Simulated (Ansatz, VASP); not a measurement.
# CaB6: VASP beside Ansatz

Aim: how closely do two programs agree when they are given the same cell, functional and k mesh? The cell is taken from a series of runs on this material, whose earlier steps may have relaxed or scaled it; both programs get it as it stands.

Calculated with Ansatz 0.2.0; plane waves, with VASP 6.6.1 beside it; single point at r2SCAN0.

## (1) Set-up

Symmetry: Pm-3m, No. 221, cubic system. Conventional cell: a = 4.145 Å, b = 4.145 Å, c = 4.145 Å, α = 90.00°, β = 90.00°, γ = 90.00°. Ca has 24 B at 3.05 Å nearest. B has 6 B at 1.72 to 2.43 Å and 4 Ca at 3.05 Å nearest. Farther neighbours are not listed.

Structure file:

```
Ca B
1.0
     4.14500    0.00000    0.00000
     0.00000    4.14500    0.00000
     0.00000    0.00000    4.14500
Ca B
1 6
Direct
  0.50000 0.50000 0.50000
  0.00000 0.00000 0.29300
  0.00000 0.00000 0.70700
  0.29300 0.00000 0.00000
  0.70700 0.00000 0.00000
  0.00000 0.29300 0.00000
  0.00000 0.70700 0.00000
```

## (2) VASP: single point, r2SCAN0

With cell and atoms fixed, the geometry can't cause a difference; cores, projectors, grids and the points listed under the comparison can.

Lines of VASP's logs that name or quote its potential files are left out, and so is its time.

INCAR reads:

```
SYSTEM = CaB6
PREC = Accurate
ENCUT = 520
EDIFF = 1E-06
NELM = 100
ISMEAR = 0
SIGMA = 0.02
LREAL = .FALSE.
ALGO = Normal
LHFCALC = .TRUE.
AEXX = 0.25
METAGGA = R2SCAN
LASPH = .TRUE.
NBANDS = 21
PRECFOCK = Fast
LORBIT = 11
LWAVE = .FALSE.
LCHARG = .FALSE.
KPAR = 2
ISIF = 2
```

POSCAR reads:

```
CaB6
1.0
    4.1450000000      0.0000000000      0.0000000000
    0.0000000000      4.1450000000      0.0000000000
    0.0000000000      0.0000000000      4.1450000000
Ca B
1 6
Direct
    0.5000000000      0.5000000000      0.5000000000
    0.0000000000      0.0000000000      0.2930000000
    0.0000000000      0.0000000000      0.7070000000
    0.2930000000      0.0000000000      0.0000000000
    0.7070000000      0.0000000000      0.0000000000
    0.0000000000      0.2930000000      0.0000000000
    0.0000000000      0.7070000000      0.0000000000
```

KPOINTS reads:

```
Automatic mesh
0
Gamma
4 4 4
0 0 0
```

The projector-augmented-wave data sets are Ca_sv_GW and B_GW (PBE family, release 64).

The run is started by

```sh
$ mpirun -np 2 vasp_std
```

Numbers of over 12 decimals in the logs are rounded to 6 here.

The log of the run:

```text
[banner, memory and clock lines left out]
running    2 mpi-ranks, on    1 nodes
 distrk:  each k-point on    1 cores,    2 groups
 distr:  one band on    1 cores,    1 groups

 POSCAR found type information on POSCAR CaB
 POSCAR found :  2 types and       7 ions
|                                                                             |
|               ----> ADVICE to this user running VASP <----                  |
|                                                                             |
|     You enforced a specific xc type in the INCAR file but a different       |
|     [... a line on the potential file left out ...]
|     I HOPE YOU KNOW WHAT YOU ARE DOING!                                     |
|                                                                             |

 LDA part: xc-table for (None), standard interpolation
 found WAVECAR, reading the header
 POSCAR, INCAR and KPOINTS ok, starting setup
 FFT: planning ... GRIDC
 FFT: planning ... GRID_SOFT
 FFT: planning ... GRID
 reading WAVECAR
 the WAVECAR file was read successfully
 initial charge from wavefunction
 entering main loop
       N       E                     dE             d eps       ncg     rms          rms(c)
DAV:   1    -0.647473220328E+02   -0.64747E+02   -0.16252E+00   665   0.180E+01    0.774E-01
DAV:   2    -0.647587944162E+02   -0.11472E-01   -0.53502E-02   638   0.209E+00    0.489E-01
DAV:   3    -0.647557266178E+02    0.30678E-02   -0.43559E-03   627   0.639E-01    0.299E-01
DAV:   4    -0.647549126259E+02    0.81399E-03   -0.12346E-03   681   0.341E-01    0.177E-01
DAV:   5    -0.647547097717E+02    0.20285E-03   -0.25795E-04   683   0.153E-01    0.106E-01
DAV:   6    -0.647546508919E+02    0.58880E-04   -0.54694E-05   699   0.707E-02    0.650E-02
DAV:   7    -0.647546324001E+02    0.18492E-04   -0.14926E-05   691   0.356E-02    0.403E-02
DAV:   8    -0.647546263194E+02    0.60807E-05   -0.47839E-06   635   0.210E-02    0.250E-02
DAV:   9    -0.647546241722E+02    0.21472E-05   -0.14954E-06   502   0.129E-02    0.155E-02
DAV:  10    -0.647546232556E+02    0.91658E-06   -0.71870E-07   412   0.112E-02
   1 F= -.64754623E+02 E0= -.64754623E+02  d E =-.379418E-26
```

From OUTCAR (step 2):

```text
ion  position               nearest neighbor table
   1  0.500  0.500  0.500-
   2  0.000  0.000  0.293-   3 1.72   4 1.72   5 1.72   6 1.72   7 1.72
   3  0.000  0.000  0.707-   2 1.72   4 1.72   5 1.72   6 1.72   7 1.72
   4  0.293  0.000  0.000-   5 1.72   3 1.72   2 1.72   6 1.72   7 1.72
   5  0.707  0.000  0.000-   4 1.72   3 1.72   2 1.72   6 1.72   7 1.72
   6  0.000  0.293  0.000-   7 1.72   3 1.72   4 1.72   5 1.72   2 1.72
   7  0.000  0.707  0.000-   6 1.72   3 1.72   4 1.72   5 1.72   2 1.72

  LATTYP: Found a simple cubic cell.
 ALAT       =     4.1450000000

 Subroutine GETGRP returns: Found 48 space group operations
 (whereof 48 operations were pure point group operations)

The static configuration has the point symmetry O_h .

 Found     10 irreducible k-points:

   k-points           NKPTS =     10   k-points in BZ     NKDIM =     64   number of bands    NBANDS=     21

   dimension x,y,z NGX =    32 NGY =   32 NGZ =   32
   dimension x,y,z NGXF=    64 NGYF=   64 NGZF=   64

   ENCUT  =  520.0 eV  38.22 Ry    6.18 a.u.   7.71  7.71  7.71*2*pi/ulx,y,z

   NELECT =      28.0000    total number of electrons

 k-points in reciprocal lattice and weights: Automatic mesh
   0.00000000  0.00000000  0.00000000       0.016
   0.25000000  0.00000000  0.00000000       0.094
   0.50000000  0.00000000  0.00000000       0.047
   0.25000000  0.25000000  0.00000000       0.188
   0.50000000  0.25000000  0.00000000       0.188
   0.50000000  0.50000000  0.00000000       0.047
   0.25000000  0.25000000  0.25000000       0.125
   0.50000000  0.25000000  0.25000000       0.188
   0.50000000  0.50000000  0.25000000       0.094
   0.50000000  0.50000000  0.50000000       0.016

  exchange ACFDT corr.  =         0.00000000  see jH, gK, PRB 81, 115126

 average (electrostatic) potential at core
       1 -92.4046       2 -24.0721       3 -24.0721       4 -24.0721       5 -24.0721
       6 -24.0721       7 -24.0721

 E-fermi :   4.9351

 k-point     1 :       0.0000    0.0000    0.0000
  band No.  band energies     occupation
    ...
     10      -1.1769      2.00000
     11      -1.1769      2.00000
     12       4.4092      2.00000
     13       4.4092      2.00000
     14       4.4092      2.00000
     15       9.5852      0.00000
     16       9.5852      0.00000
     17       9.5852      0.00000
     18      10.3977      0.00000
     19      10.3977      0.00000
    ...

 k-point     2 :       0.2500    0.0000    0.0000
  band No.  band energies     occupation
    ...
     10      -0.9770      2.00000
     11       1.0411      2.00000
     12       3.1049      2.00000
     13       3.1049      2.00000
     14       4.5875      2.00000
     15       7.3966      0.00000
     16      10.3729      0.00000
     17      10.3729      0.00000
     18      10.7560      0.00000
     19      11.4417      0.00000
    ...

 k-point     3 :       0.5000    0.0000    0.0000
  band No.  band energies     occupation
    ...
     10      -0.7482      2.00000
     11       2.1284      2.00000
     12       2.1284      2.00000
     13       2.8745      2.00000
     14       4.7891      2.00000
     15       6.3241      0.00000
     16      10.0575      0.00000
     17      10.0575      0.00000
     18      10.5672      0.00000
     19      10.8983      0.00000
    ...

  Total       -0.3630086     -0.3630086     -0.3630086      0.0000000      0.0000000      0.0000000
  in kB       -8.1668368     -8.1668368     -8.1668368      0.0000000      0.0000000      0.0000000
  external PRESSURE =      -8.1668368 kB  Pullay stress =       0.0000000 kB

  energy-cutoff  :      520.00
  volume of cell :       71.22
      direct lattice vectors                 reciprocal lattice vectors
     4.145000000  0.000000000  0.000000000     0.241254524  0.000000000  0.000000000
     0.000000000  4.145000000  0.000000000     0.000000000  0.241254524  0.000000000
     0.000000000  0.000000000  4.145000000     0.000000000  0.000000000  0.241254524

 POSITION                                       TOTAL-FORCE (eV/Angst)
 -----------------------------------------------------------------------------------
      2.07250      2.07250      2.07250        -0.000000      0.000000      0.000000
      0.00000      0.00000      1.21448        -0.000000      0.000000      1.128172
      0.00000      0.00000      2.93052        -0.000000     -0.000000     -1.128172
      1.21448      0.00000      0.00000         1.128172      0.000000     -0.000000
      2.93052      0.00000      0.00000        -1.128172     -0.000000     -0.000000
      0.00000      1.21448      0.00000         0.000000      1.128172      0.000000
      0.00000      2.93052      0.00000        -0.000000     -1.128172     -0.000000
 -----------------------------------------------------------------------------------
    total drift:                                0.000005     -0.000006      0.000000

  FREE ENERGIE OF THE ION-ELECTRON SYSTEM (eV)
  ---------------------------------------------------
  free  energy   TOTEN  =       -64.7546232556 eV

  energy  without entropy=      -64.7546232556  energy(sigma->0) =      -64.75462326

 total charge
# of ion       s       p       d       tot
------------------------------------------
    1        2.073   5.942   0.183   8.197
    2        0.670   1.289   0.000   1.959
    3        0.670   1.289   0.000   1.959
    4        0.670   1.289   0.000   1.959
    5        0.670   1.289   0.000   1.959
    6        0.670   1.289   0.000   1.959
    7        0.670   1.289   0.000   1.959
--------------------------------------------------
tot          6.094  13.675   0.183  19.952

[... 3 further parts left out ...]
```

The run ends at a pressure of -0.82 GPa, with forces up to 1.1 eV/Å.

[end of part 1 of 2]

[Lines on the potential files, build, host, timing and source positions are cut from VASP's logs without a mark.]

[Logs are printed without paths, hosts, clocks, repeated set-up lines and the standing remarks that a program may print on its own settings, such as how far it seeks lower states.]

[Hosts, paths, dates, database ids (printed as entryN), source tags and the programs' standing remarks are cut or masked in the printed files.]
